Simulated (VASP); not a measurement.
VASP input:

**KPOINTS**
```
Automatic mesh
0
Gamma
6 6 6
0 0 0
```

### POSCAR
```
GaSb
1
    0.0000000000     3.1110000000     3.1110000000
    3.1110000000     0.0000000000     3.1110000000
    3.1110000000     3.1110000000     0.0000000000
Ga Sb
1 1
Direct
  0.0000000000   0.0000000000   0.0000000000
  0.2500000000   0.2500000000   0.2500000000
```

INCAR:
```
SYSTEM = GaSb
PREC = Accurate
ENCUT = 400
EDIFF = 1E-6
NELM = 60
ALGO = VeryFast
LREAL = .FALSE.
LASPH = .TRUE.
ISMEAR = 0
SIGMA = 0.05
GGA = PE
LMAXMIX = 4
LWAVE = .FALSE.
LCHARG = .FALSE.
ISIF = 2
NELMDL = -1
```

POTCAR, in this order: Ga_d Sb (PBE.64 set). Program: vasp_std.

Output

**standard output**
```
...
RMM:  21     0.106082819167E+04    0.52614E+00   -0.14619E+01   800   0.316E+01    0.919E+00
RMM:  22     0.106223692612E+04    0.14087E+01   -0.17315E+01   816   0.320E+01    0.598E+00
RMM:  23     0.106144935174E+04   -0.78757E+00   -0.68040E+00   832   0.293E+01    0.604E+00
RMM:  24     0.106112352594E+04   -0.32583E+00   -0.85434E+00   831   0.283E+01    0.558E+00
RMM:  25     0.106054814275E+04   -0.57538E+00   -0.43302E+00   830   0.266E+01    0.560E+00
RMM:  26     0.105964920176E+04   -0.89894E+00   -0.48860E+00   801   0.257E+01    0.600E+00
RMM:  27     0.105922415359E+04   -0.42505E+00   -0.38089E+00   832   0.246E+01    0.611E+00
RMM:  28     0.105871887257E+04   -0.50528E+00   -0.45151E+00   832   0.239E+01    0.629E+00
RMM:  29     0.105888474262E+04    0.16587E+00   -0.40637E+00   816   0.233E+01    0.577E+00
RMM:  30     0.105864262079E+04   -0.24212E+00   -0.41149E+00   832   0.226E+01    0.557E+00
RMM:  31     0.105815288717E+04   -0.48973E+00   -0.41340E+00   832   0.219E+01    0.571E+00
RMM:  32     0.105772189840E+04   -0.43099E+00   -0.46111E+00   832   0.214E+01    0.571E+00
RMM:  33     0.105724957950E+04   -0.47232E+00   -0.37365E+00   824   0.208E+01    0.593E+00
RMM:  34     0.105686247132E+04   -0.38711E+00   -0.29543E+00   832   0.204E+01    0.619E+00
RMM:  35     0.105658052523E+04   -0.28195E+00   -0.27737E+00   832   0.199E+01    0.625E+00
RMM:  36     0.105630895795E+04   -0.27157E+00   -0.27664E+00   832   0.194E+01    0.630E+00
RMM:  37     0.105604967868E+04   -0.25928E+00   -0.26774E+00   832   0.190E+01    0.635E+00
RMM:  38     0.105578916269E+04   -0.26052E+00   -0.28694E+00   824   0.186E+01    0.635E+00
RMM:  39     0.105547957913E+04   -0.30958E+00   -0.30439E+00   832   0.183E+01    0.640E+00
RMM:  40     0.105526082657E+04   -0.21875E+00   -0.31506E+00   811   0.179E+01    0.626E+00
RMM:  41     0.105497301062E+04   -0.28782E+00   -0.31411E+00   832   0.176E+01    0.624E+00
RMM:  42     0.105469277876E+04   -0.28023E+00   -0.29839E+00   832   0.173E+01    0.623E+00
RMM:  43     0.105449301302E+04   -0.19977E+00   -0.22991E+00   818   0.170E+01    0.626E+00
RMM:  44     0.105433168065E+04   -0.16133E+00   -0.19911E+00   800   0.168E+01    0.661E+00
RMM:  45     0.105426828124E+04   -0.63399E-01   -0.23150E+00   809   0.167E+01    0.662E+00
RMM:  46     0.105413325864E+04   -0.13502E+00   -0.15225E+00   824   0.163E+01    0.662E+00
RMM:  47     0.105383868275E+04   -0.29458E+00   -0.16160E+00   803   0.160E+01    0.662E+00
RMM:  48     0.105414354049E+04    0.30486E+00   -0.13446E+00   816   0.159E+01    0.574E+00
RMM:  49     0.105460180019E+04    0.45826E+00   -0.34652E+00   832   0.167E+01    0.426E+00
RMM:  50     0.105470780805E+04    0.10601E+00   -0.28970E+00   832   0.163E+01    0.347E+00
RMM:  51     0.105472929206E+04    0.21484E-01   -0.29048E+00   832   0.162E+01    0.282E+00
RMM:  52     0.105465007937E+04   -0.79213E-01   -0.46809E+00   817   0.168E+01    0.192E+00
RMM:  53     0.105461207542E+04   -0.38004E-01   -0.53451E-01   832   0.158E+01    0.174E+00
RMM:  54     0.105428454557E+04   -0.32753E+00   -0.51097E+00   816   0.164E+01    0.991E-01
RMM:  55     0.105422172310E+04   -0.62822E-01   -0.70033E-01   832   0.154E+01    0.901E-01
RMM:  56     0.105396678787E+04   -0.25494E+00   -0.27744E+00   800   0.151E+01    0.623E-01
RMM:  57     0.105382266520E+04   -0.14412E+00   -0.14550E+00   818   0.146E+01    0.700E-01
RMM:  58     0.105369111906E+04   -0.13155E+00   -0.13401E+00   832   0.142E+01    0.684E-01
RMM:  59     0.105355188161E+04   -0.13924E+00   -0.14104E+00   814   0.138E+01    0.667E-01
RMM:  60     0.105342960445E+04   -0.12228E+00   -0.12558E+00   828   0.135E+01

 -----------------------------------------------------------------------------
|                                                                             |
|           W    W    AA    RRRRR   N    N  II  N    N   GGGG   !!!           |
|           W    W   A  A   R    R  NN   N  II  NN   N  G    G  !!!           |
|           W    W  A    A  R    R  N N  N  II  N N  N  G       !!!           |
|           W WW W  AAAAAA  RRRRR   N  N N  II  N  N N  G  GGG   !            |
|           WW  WW  A    A  R   R   N   NN  II  N   NN  G    G                |
|           W    W  A    A  R    R  N    N  II  N    N   GGGG   !!!           |
|                                                                             |
|     The electronic self-consistency was not achieved in the given           |
|     number of steps (NELM). The forces and other quantities evaluated       |
|     might not be reliable so examine the results carefully. If you find     |
|     spurious results, we suggest increasing NELM, if you were close to      |
|     convergence or switching to a different ALGO or adjusting the           |
|     density mixing parameters otherwise.                                    |
|                                                                             |
 -----------------------------------------------------------------------------

   1 F= 0.10534296E+04 E0= 0.10534301E+04  d E =-.993080E-03
```

OUTCAR:
```
------------------------ aborting loop EDIFF was not reached (unconverged)  ----------------------------
  FORCE on cell =-STRESS in cart. coord.  units (eV):
  Direction    XX          YY          ZZ          XY          YZ          ZX
  --------------------------------------------------------------------------------------
  Total       14.5882323     14.5882323     14.5882323      0.0000000      0.0000000      0.0000000
  in kB      388.1353719    388.1353719    388.1353719      0.0000000      0.0000000      0.0000000
  external PRESSURE =     388.1353719 kB  Pullay stress =       0.0000000 kB
  volume of cell :       60.22
      direct lattice vectors                 reciprocal lattice vectors
     0.000000000  3.111000000  3.111000000    -0.160720026  0.160720026  0.160720026
     3.111000000  0.000000000  3.111000000     0.160720026 -0.160720026  0.160720026
     3.111000000  3.111000000  0.000000000     0.160720026  0.160720026 -0.160720026
  FREE ENERGIE OF THE ION-ELECTRON SYSTEM (eV)
  ---------------------------------------------------
  free  energy   TOTEN  =      1053.4296044508 eV

  energy  without entropy=     1053.4305975305  energy(sigma->0) =     1053.43010099
```
(Selected blocks of OUTCAR.)

Problem. Read the log: what went wrong, and how is it fixed?

Solution. The cause: ALGO = VeryFast starts from random orbitals with almost no delay (NELMDL = -1). Convergence was not reached. Against the sound run, the energy per atom (σ→0) goes up by 530.386 eV/atom; the pressure rises by 38.98 GPa. To mend it, set ALGO = Normal, remove NELMDL.

The mended run (PBE GGA, plane waves, VASP's PBE PAW potentials (set 64)) converges, and its OSZICAR ends with
```
   1 F= -.73422060E+01 E0= -.73420275E+01  d E =-.357089E-03
```

The compound is GaSb in the zinc blende structure. The cell was not relaxed at this level.
